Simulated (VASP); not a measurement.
Data:

```
LaSi
1.0
    3.66268     0.00000     0.00000
    0.00000     3.66268     0.00000
    0.00000     0.00000     3.66268
La Si
1 1
Direct
  0.00000   0.00000   0.00000
  0.50000   0.50000   0.50000
```

Method: PBEsol GGA, VASP's PBE PAW potentials (set 64) (plane waves; VASP). Run with 400 eV cut-off, 11×11×11 Γ-centred mesh, tetrahedra with Blöchl corrections, potentials La Si.

The job: LaSi (relaxed from the CsCl type structure, space group Pm-3m), 2 atoms, PBEsol, static run, 400 eV, 11×11×11 Γ-centred mesh. Roughly how much core time does it take on a busy server core?

About 10 core-seconds (one run on a shared machine, a rough figure). It had 56 irreducible k-points, 11 bands, up to 912 plane waves and 16 electronic steps.

The structure was generated: LaSi was put into the CsCl type type (Pm-3m), which need not be its known phase. It was relaxed first, which changed the volume by -30 %.
